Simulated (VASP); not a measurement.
Input:

```xyz
2
Lattice="0.0000 2.7250 2.7250 2.7250 0.0000 2.7250 2.7250 2.7250 0.0000" Properties=species:S:1:pos:R:3 pbc="T T T"
Ga     0.0000     0.0000     0.0000
P      1.3625     1.3625     1.3625
```

Computed with PBE GGA, VASP's PBE PAW potentials (set 64) (plane waves; VASP). Run with 800 eV cut-off, 8×8×8 Γ-centred mesh, Gaussian smearing of 0.050 eV, potentials Ga_d P_h.

Predict the energy per atom (σ→0), pressure.

```
Quantity                        Value
---------------------  --------------
energy per atom (σ→0)  -4.559 eV/atom
pressure                     2.52 GPa
```

Only differences to runs with the same potentials and settings are physical.

The compound is GaP in the zinc blende structure. The cell was not relaxed at this level. The run is one of a series of settings (ENCUT = 800, POTCAR Ga_d P_h (PBE.64 set) against the base run), some of them coarse on purpose.
